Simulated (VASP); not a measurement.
Input of a VASP 6.6.1 run:

INCAR

```
PREC     = Accurate       # precision mode
ENCUT    = 520            # plane-wave cutoff, eV
EDIFF    = 1E-6           # SCF threshold, eV
ISMEAR   = -1             # smearing method
SIGMA    = 0.1            # smearing width, eV
LREAL    = F              # projectors in reciprocal space
LASPH    = T              # aspherical terms in the spheres
NELM     = 100            # most SCF steps
ALGO     = Fast           # electronic algorithm
ISIF     = 2              # what is computed and relaxed
LWAVE    = F              # write WAVECAR
LCHARG   = T              # write CHGCAR
GGA      = PE             # functional
LELF     = T              # ELF
LVHAR    = T            
NBANDS   = 22             # bands
```

Contents of KPOINTS:

```
regular mesh
0
Gamma
  9 9 3
```

POSCAR

```
B2Br
1.0
    3.1001099489      0.0000000000      0.0000000000
   -1.5500549745      2.6847739703      0.0000000000
    0.0000000000      0.0000000000     10.4026570818
B Br
4 2
Direct
    0.0000000000      0.0000000000      0.4232995806
    0.0000000000      0.0000000000      0.5767004194
    0.6666666667      0.3333333333     -0.0001136660
    0.3333333333      0.6666666667      1.0001136660
    0.6666666667      0.3333333333      0.2948777065
    0.3333333333      0.6666666667      0.7051222935
```

Potentials or basis: VASP PAW PBE potentials, release 64 (B, Br).

Command:

```console
$ cat potpaw_PBE.64/B/POTCAR potpaw_PBE.64/Br/POTCAR > POTCAR
$ mpirun -np 1 vasp_std > vasp.out
```

Task: What does it give for the pressure?

Result: 0.0 GPa.

Task: Predict the band gap on the k mesh.

Result: None (metal or under the smearing width).

Task: What does it give for the largest force?

Result: 0.005 eV/Å.

Forces on the atoms (eV/Å):
```
B    0.000  0.000 -0.005
B    0.000  0.000  0.005
B    0.000  0.000  0.000
B    0.000  0.000  0.000
Br   0.000  0.000 -0.002
Br   0.000  0.000  0.002
```

Caveat: this functional lacks dispersion, which binds the layers, so the pressure and a relaxed spacing across them are unreliable.
